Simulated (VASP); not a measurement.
An input for Ansatz (written as the equivalent of a VASP run, and not itself run):

Ansatz 0.2 input:
```yaml
crystal:
  lattice:
    - [4.7333170, 0.0000000, 0.0000000]
    - [-2.3666590, 4.0991730, 0.0000000]
    - [0.0000000, 0.0000000, 14.0000000]
  atoms:
    - { symbol: La, position: [0.6666670, 0.3333330, 0.5000000] }
    - { symbol: As, position: [0.3333330, 0.6666670, 0.5000000] }
kpoints:
  mp_grid: { grid: [7, 7, 1] }
hamiltonian:
  xc: pbe
  pseudopotentials: { kind: paw }
scf:
  occupations: { method: gaussian, width: 0.05 }
  max_iter: 100
output: { forces: true, stress: true, eigenvalues: true }
```

Write the VASP files for the same calculation (PBE).

One answer among several that fit: 
File KPOINTS:
```
Automatic
0
Gamma
7 7 1
0 0 0
```

**POSCAR**
```
LaAs
1
    4.7333170000     0.0000000000     0.0000000000
   -2.3666590000     4.0991730000     0.0000000000
    0.0000000000     0.0000000000    14.0000000000
La As
1 1
Direct
  0.6666670000   0.3333330000   0.5000000000
  0.3333330000   0.6666670000   0.5000000000
```

### INCAR
```
SYSTEM = LaAs
PREC = Accurate; ENCUT = 300; LREAL = F
LASPH = T
EDIFF = 1E-6; NELM = 100; ALGO = Normal
LMAXMIX = 6
ISMEAR = 0; SIGMA = 0.05
GGA = PE
ISIF = 2
LWAVE = F; LCHARG = F
```

POTCAR, in this order: La As (PBE.64 set). Program: vasp_std.

Limits of the translation: each code has its own PAW files, so the cut-off isn't converted (ENCUT is set for VASP's; basis.ecutwfc is left out, and Ansatz then takes the one that its files recommend); Ansatz stops its SCF on the density residual and VASP on the energy change (EDIFF).

The cell is a sheet with vacuum, built from a generated structure.
